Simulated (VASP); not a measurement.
OSZICAR of a VASP run on Nb (bcc):

OSZICAR:
```
       N       E                     dE             d eps       ncg     rms          rms(c)
DAV:   1     0.117903420447E+03    0.11790E+03   -0.75864E+03  2080   0.131E+03
DAV:   2    -0.609818898902E+01   -0.12400E+03   -0.12132E+03  2240   0.454E+02
DAV:   3    -0.111361038257E+02   -0.50379E+01   -0.47569E+01  3064   0.765E+01
DAV:   4    -0.114022573165E+02   -0.26615E+00   -0.26503E+00  2838   0.163E+01
DAV:   5    -0.114193897238E+02   -0.17132E-01   -0.17122E-01  3182   0.306E+00    0.767E+00
DAV:   6    -0.109948046427E+02    0.42459E+00   -0.81695E-01  3224   0.120E+01    0.269E+00
DAV:   7    -0.109431839960E+02    0.51621E-01   -0.24142E-01  3260   0.640E+00    0.940E-01
DAV:   8    -0.109472869387E+02   -0.41029E-02   -0.12859E-02  2370   0.172E+00    0.482E-02
DAV:   9    -0.109473340007E+02   -0.47062E-04   -0.10025E-03  3618   0.363E-01    0.425E-02
DAV:  10    -0.109473497707E+02   -0.15770E-04   -0.23576E-05  2466   0.670E-02    0.175E-02
DAV:  11    -0.109473456607E+02    0.41099E-05   -0.70976E-06  2338   0.549E-02    0.313E-03
DAV:  12    -0.109473455783E+02    0.82400E-07   -0.31981E-07  1278   0.665E-03
   1 F= -.10947346E+02 E0= -.10947428E+02  d E =-.109473E+02
       N       E                     dE             d eps       ncg     rms          rms(c)
DAV:   1    -0.109478784897E+02   -0.53283E-03   -0.16730E-02  2570   0.208E+00    0.193E-01
DAV:   2    -0.109473588229E+02    0.51967E-03   -0.12665E-03  3098   0.515E-01    0.533E-02
DAV:   3    -0.109473033467E+02    0.55476E-04   -0.40385E-04  3242   0.228E-01    0.305E-02
DAV:   4    -0.109473166988E+02   -0.13352E-04   -0.13279E-05  2594   0.392E-02    0.169E-02
DAV:   5    -0.109473300019E+02   -0.13303E-04   -0.32729E-05  3512   0.411E-02    0.757E-03
DAV:   6    -0.109473304004E+02   -0.39853E-06   -0.54950E-07  1224   0.114E-02
   2 F= -.10947330E+02 E0= -.10947418E+02  d E =0.151779E-04
       N       E                     dE             d eps       ncg     rms          rms(c)
DAV:   1    -0.109475844811E+02   -0.25448E-03   -0.72290E-03  2570   0.137E+00    0.126E-01
DAV:   2    -0.109473645683E+02    0.21991E-03   -0.54982E-04  3110   0.338E-01    0.346E-02
DAV:   3    -0.109473418125E+02    0.22756E-04   -0.17385E-04  3238   0.149E-01    0.202E-02
DAV:   4    -0.109473458770E+02   -0.40646E-05   -0.55741E-06  2356   0.255E-02    0.114E-02
DAV:   5    -0.109473490284E+02   -0.31513E-05   -0.14909E-05  3252   0.274E-02    0.512E-03
DAV:   6    -0.109473487526E+02    0.27574E-06   -0.24229E-07  1180   0.747E-03
   3 F= -.10947349E+02 E0= -.10947433E+02  d E =-.317429E-05
```

Q: Which electronic solver shows in the log?

A: It is blocked Davidson (ALGO = Normal, or the opening steps of other solvers). The INCAR had ALGO = Normal.

Q: Can the final energy be trusted as converged?

A: Self-consistency was reached. It stopped with EDIFF = 1E-6, NELM = 100, NSW = 60 and EDIFFG = -0.01 after 3 ionic steps (PBEsol GGA, plane waves, VASP's PBE PAW potentials (set 64)).

The compound is Nb in the bcc structure. This run relaxes it. Symmetry was kept, so distortions that lower it aren't found. The start is the result of an earlier pass.
